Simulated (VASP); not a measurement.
Here is the system:

```yaml
crystal:
  lattice:
    - [0.00000, 2.65339, 2.65339]
    - [2.65339, 0.00000, 2.65339]
    - [2.65339, 2.65339, 0.00000]
  atoms:
    - { symbol: Be, position: [0.00000, 0.00000, 0.00000] }
    - { symbol: Te, position: [0.50000, 0.50000, 0.50000] }
```

The numbers are results of PBEsol GGA, VASP's PBE PAW potentials (set 64) (plane waves; VASP 6.6.1), not measurements. Numerical set-up: 400 eV cut-off, 13×13×13 Γ-centred mesh, tetrahedra with Blöchl corrections, potentials Be Te.

Unless said otherwise, spin-orbit coupling is left out, though it shifts the bands of the heavy elements here.

Task: Tabulate the total density of states (states/eV per cell) against energy (eV; zero at the valence-band maximum or, without a gap, the Fermi level).

Result: 
(E (eV), DOS (states/eV)): (-9.98, 0.00); (-9.62, 0.00); (-9.26, 0.00); (-8.90, 0.00); (-8.66, 0.00); (-8.30, 0.00); (-7.94, 0.00); (-7.58, 0.00); (-7.22, 0.00); (-6.86, 0.08); (-6.50, 0.39); (-6.14, 0.68); (-5.90, 1.14); (-5.54, 1.57); (-5.18, 0.52); (-4.82, 0.80); (-4.46, 0.77); (-4.10, 0.77); (-3.74, 0.88); (-3.38, 0.97); (-3.14, 1.13); (-2.78, 1.16); (-2.42, 1.10); (-2.06, 1.02); (-1.70, 0.97); (-1.34, 0.88); (-0.98, 0.82); (-0.62, 0.77); (-0.38, 0.78); (-0.02, 0.63); (0.34, 0.26); (0.70, 0.34); (1.06, 0.45); (1.42, 0.56); (1.78, 0.70); (2.14, 1.02); (2.38, 1.40); (2.74, 0.72); (3.10, 0.74); (3.46, 0.99)
Within 2 eV below the Fermi level the largest weight inside VASP's projection spheres is Te p.

The structure was generated: BeTe was put into the rock salt type (Fm-3m), which need not be its known phase. It was relaxed first, which changed the volume by +16 %.
